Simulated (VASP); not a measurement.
Energy against volume of AgCl (rock salt). Calculation: PW91 GGA, VASP's PBE PAW potentials (set 64) (plane waves; VASP). Numerical set-up: 520 eV cut-off, 8×8×8 Γ-centred mesh, Gaussian smearing of 0.050 eV, potentials Ag Cl.

```tsv
V (Å³/atom)	E (eV/atom)
21.217	-2.73172
21.874	-2.73494
22.530	-2.73271
23.186	-2.72597
```

Task: Fit these four points and predict the energy of the run at 20.561 Å³/atom.

Result: A cubic in V^(−2/3), the third-order Birch-Murnaghan form, passes through the four points with V0 = 21.91 Å³/atom and B0 = 44 GPa, and gives -2.7219 eV/atom there. The run gave -2.7219 eV/atom, +0.0 meV/atom from the fit; all five points give B0 = 44 GPa.

The compound is AgCl in the rock salt structure. It was relaxed first.
